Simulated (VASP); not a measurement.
Here is the system:

```yaml
crystal:
  lattice:
    - [0.00000, 3.52448, 3.52448]
    - [3.52448, 0.00000, 3.52448]
    - [3.52448, 3.52448, 0.00000]
  atoms:
    - { symbol: Ba, position: [0.00000, 0.00000, 0.00000] }
    - { symbol: Te, position: [0.50000, 0.50000, 0.50000] }
```

These are r2SCAN+rVV10, VASP's PBE PAW potentials (set 64) (plane waves; VASP) values and carry that method's errors. Settings: 520 eV cut-off, 7×7×7 Γ-centred mesh, tetrahedra with Blöchl corrections, potentials Ba_sv Te.

Unless said otherwise, spin-orbit coupling is left out, though it shifts the bands of the heavy elements here.

Problem. What does the run give for the energy per atom (σ→0), band gap (over mesh and band path) with the smallest direct gap where there is one?

Solution. 
```json
{
 "band gap (over mesh and band path)": "1.87 eV",
 "smallest direct gap (over mesh and band path)": "2.26 eV",
 "energy per atom (σ→0)": "-27.798 eV/atom"
}
```

Only differences to runs with the same potentials and settings are physical.

The compound is BaTe in the rock salt structure. It was relaxed first.
